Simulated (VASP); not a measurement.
Crystal: BiSbS4.

```xyz
12
Lattice="7.7695 0.0402 -0.0014 -1.9250 3.2468 0.0010 -0.0024 0.0028 13.0340" Properties=species:S:1:pos:R:3 pbc="T T T"
Sb    5.7610    3.1560   13.0241
Sb    3.6608    0.1862    0.0513
Bi    7.7076    0.0714    6.4600
Bi    3.6956    0.1267    6.5499
S    -0.0306    2.0358   11.5620
S     3.7877    2.0312   11.6336
S     0.0766    2.0046    5.0011
S     3.9005    2.2332    4.8751
S     1.9380    1.1845    8.1763
S     5.8714    1.0040    8.1461
S     1.8936    1.0470    1.4688
S     5.7840    1.2158    1.5066
```

The cell was built by a generator and needn't be a form met in nature.

```yaml
Program: VASP 6.6.1
Task: relaxation of cell and atoms
Functional: PBE
Potentials_or_basis: VASP PAW PBE potentials, release 64 (Sb, Bi_d, S)
Cutoff: 520 eV
k_mesh: 7 × 7 × 2
Occupations: gaussian, width 0.15 eV
Spin: no spin polarisation
```

At the start: pressure 2.5 GPa; volume 27.48 Å³/atom.

Q: Where does the relaxation end?

A: Over 29 steps the energy falls by 68.3 meV/atom and the volume is 27.61 Å³/atom (+0.5 %); space group P1 (No. 1, to 0.05 Å).

The path:
```tsv
step	energy change (eV)	largest force (eV/Å)	pressure (GPa)	volume (Å³)
1	0.0000	1.9942	2.53	329.80
2	-0.4431	0.6867	-2.41	350.65
3	-0.5363	0.7296	-1.20	343.75
4	-0.6582	0.5565	-0.13	336.06
5	-0.6836	0.5430	0.72	330.73
6	-0.7672	0.3290	0.34	331.30
7	-0.7829	0.2386	0.14	331.65
8	-0.7961	0.1101	-0.11	333.08
9	-0.7969	0.1333	-0.18	333.49
10	-0.8031	0.1154	0.08	332.19
11	-0.8040	0.1200	0.19	331.62
12	-0.8089	0.0810	0.03	332.41
13	-0.8100	0.0814	-0.05	332.80
14	-0.8091	0.1059	-0.22	333.60
15	-0.8101	0.0830	-0.12	333.03
16	-0.8135	0.0758	-0.06	332.48
17	-0.8144	0.0963	-0.03	332.15
18	-0.8140	0.1313	0.04	331.48
19	-0.8146	0.1006	0.02	331.93
20	-0.8170	0.0496	-0.02	331.76
21	-0.8174	0.0682	-0.03	331.66
22	-0.8187	0.0374	0.03	331.21
23	-0.8189	0.0393	0.04	331.09
24	-0.8188	0.0408	0.09	330.86
25	-0.8185	0.0543	-0.12	331.80
26	-0.8191	0.0336	-0.02	331.23
27	-0.8191	0.0331	-0.02	331.20
28	-0.8191	0.0355	0.01	331.22
29	-0.8193	0.0211	-0.01	331.29
```

Final structure:
```cif
data_structure
_symmetry_space_group_name_H-M 'P 1'
_symmetry_Int_Tables_number 1
_cell_length_a 7.6264
_cell_length_b 3.8244
_cell_length_c 13.1442
_cell_angle_alpha 91.270
_cell_angle_beta 89.919
_cell_angle_gamma 120.183
_cell_volume 331.29
loop_
_atom_site_label
_atom_site_type_symbol
_atom_site_fract_x
_atom_site_fract_y
_atom_site_fract_z
_atom_site_occupancy
Sb1 Sb 0.98528 0.99067 0.00160 1
Sb2 Sb 0.48497 0.98842 0.00203 1
Bi1 Bi 0.99691 0.99940 0.50148 1
Bi2 Bi 0.49689 0.99860 0.50146 1
S1 S 0.14965 0.64460 0.88666 1
S2 S 0.64894 0.64406 0.88660 1
S3 S 0.16004 0.65366 0.37658 1
S4 S 0.66054 0.65242 0.37646 1
S5 S 0.33293 0.34382 0.62639 1
S6 S 0.83317 0.34584 0.62658 1
S7 S 0.32038 0.33258 0.11708 1
S8 S 0.82235 0.33467 0.11666 1
```
